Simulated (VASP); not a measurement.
A run of VASP 6.6.1 is set up as follows.

File INCAR:

```
SYSTEM = Mo
PREC = Accurate ; ENCUT = 520
EDIFF = 1E-6 ; ISMEAR = 1
SIGMA = 0.1 ; LREAL = .False.
LASPH = .True. ; NELM = 80
ALGO = Fast ; ISIF = 2
LWAVE = .False. ; LCHARG = .False.
LMAXMIX = 4 ; GGA = MK
LUSE_VDW = .True. ; AGGAC = 0.0
PARAM1 = 0.1234 ; PARAM2 = 0.711357
ZAB_VDW = -1.8867 ; NBANDS = 13
ICORELEVEL = 1
```

File KPOINTS:

```
regular mesh
0
Gamma
  16 16 16
  0 0 0
```

Contents of POSCAR:

```
Mo                                      
1.0
   -1.5738040457      1.5738040457      1.5738040457
    1.5738040457     -1.5738040457      1.5738040457
    1.5738040457      1.5738040457     -1.5738040457
  Mo            
     1
Direct
     0.0000000000000000    0.0000000000000000    0.0000000000000000
```

The input KPOINTS_OPT:

```
explicit points
64
Reciprocal
 0.0000000000  0.0000000000  0.0000000000 1
 0.0555555556 -0.0555555556  0.0555555556 1
 0.1111111111 -0.1111111111  0.1111111111 1
 0.1666666667 -0.1666666667  0.1666666667 1
 0.2222222222 -0.2222222222  0.2222222222 1
 0.2777777778 -0.2777777778  0.2777777778 1
 0.3333333333 -0.3333333333  0.3333333333 1
 0.3888888889 -0.3888888889  0.3888888889 1
 0.4444444444 -0.4444444444  0.4444444444 1
 0.5000000000 -0.5000000000  0.5000000000 1
 0.5000000000 -0.5000000000  0.5000000000 1
 0.4444444444 -0.4444444444  0.5000000000 1
 0.3888888889 -0.3888888889  0.5000000000 1
 0.3333333333 -0.3333333333  0.5000000000 1
 0.2777777778 -0.2777777778  0.5000000000 1
 0.2222222222 -0.2222222222  0.5000000000 1
 0.1666666667 -0.1666666667  0.5000000000 1
 0.1111111111 -0.1111111111  0.5000000000 1
 0.0555555556 -0.0555555556  0.5000000000 1
 0.0000000000  0.0000000000  0.5000000000 1
 0.0000000000  0.0000000000  0.5000000000 1
 0.0000000000  0.0000000000  0.4444444444 1
 0.0000000000  0.0000000000  0.3888888889 1
 0.0000000000  0.0000000000  0.3333333333 1
 0.0000000000  0.0000000000  0.2777777778 1
 0.0000000000  0.0000000000  0.2222222222 1
 0.0000000000  0.0000000000  0.1666666667 1
 0.0000000000  0.0000000000  0.1111111111 1
 0.0000000000  0.0000000000  0.0555555556 1
 0.0000000000  0.0000000000  0.0000000000 1
 0.0000000000  0.0000000000  0.0000000000 1
 0.0277777778  0.0277777778  0.0277777778 1
 0.0555555556  0.0555555556  0.0555555556 1
 0.0833333333  0.0833333333  0.0833333333 1
 0.1111111111  0.1111111111  0.1111111111 1
 0.1388888889  0.1388888889  0.1388888889 1
 0.1666666667  0.1666666667  0.1666666667 1
 0.1944444444  0.1944444444  0.1944444444 1
 0.2222222222  0.2222222222  0.2222222222 1
 0.2500000000  0.2500000000  0.2500000000 1
 0.2500000000  0.2500000000  0.2500000000 1
 0.2777777778  0.1666666667  0.2777777778 1
 0.3055555556  0.0833333333  0.3055555556 1
 0.3333333333  0.0000000000  0.3333333333 1
 0.3611111111 -0.0833333333  0.3611111111 1
 0.3888888889 -0.1666666667  0.3888888889 1
 0.4166666667 -0.2500000000  0.4166666667 1
 0.4444444444 -0.3333333333  0.4444444444 1
 0.4722222222 -0.4166666667  0.4722222222 1
 0.5000000000 -0.5000000000  0.5000000000 1
 0.2500000000  0.2500000000  0.2500000000 1
 0.2222222222  0.2222222222  0.2777777778 1
 0.1944444444  0.1944444444  0.3055555556 1
 0.1666666667  0.1666666667  0.3333333333 1
 0.1388888889  0.1388888889  0.3611111111 1
 0.1111111111  0.1111111111  0.3888888889 1
 0.0833333333  0.0833333333  0.4166666667 1
 0.0555555556  0.0555555556  0.4444444444 1
 0.0277777778  0.0277777778  0.4722222222 1
 0.0000000000  0.0000000000  0.5000000000 1
 0.0000000000  0.0000000000  0.0000000000 1
 0.5000000000 -0.5000000000  0.5000000000 1
 0.2500000000  0.2500000000  0.2500000000 1
 0.0000000000  0.0000000000  0.5000000000 1
```

Potentials or basis: VASP PAW PBE potentials, release 64 (Mo_sv).

The run is started by

```console
$ cat potpaw_PBE.64/Mo_sv/POTCAR > POTCAR
$ mpirun -np 1 vasp_std > vasp.out
```

Problem. Estimate the pressure.

Solution. 0.1 GPa.

Problem. Estimate the band gap along the path.

Solution. None (metal or under the smearing width).

Levels at the corners of the path, in eV from the Fermi level:
```csv
point,band 4,band 5,band 6,band 7,band 8,band 9,band 10,band 11
Γ,-34.52,-7.23,-1.39,-1.39,-1.39,1.65,1.65,14.87
H,-35.49,-5.46,-5.46,3.98,3.98,3.98,9.10,9.10
H,-35.49,-5.46,-5.46,3.98,3.98,3.98,9.10,9.10
N,-34.53,-5.34,-3.43,1.68,1.68,2.31,4.75,11.66
N,-34.53,-5.34,-3.43,1.68,1.68,2.31,4.75,11.66
Γ,-34.52,-7.23,-1.39,-1.39,-1.39,1.65,1.65,14.87
Γ,-34.52,-7.23,-1.39,-1.39,-1.39,1.65,1.65,14.87
P,-35.24,-2.62,-2.62,-2.62,2.43,2.43,9.57,11.61
P,-35.24,-2.62,-2.62,-2.62,2.43,2.43,9.57,11.61
H,-35.49,-5.46,-5.46,3.98,3.98,3.98,9.10,9.10
P,-35.24,-2.62,-2.62,-2.62,2.43,2.43,9.57,11.61
N,-34.53,-5.34,-3.43,1.68,1.68,2.31,4.75,11.66
```

Caveat: the PAW data sets were made with another functional, which shifts forces and pressure a little.
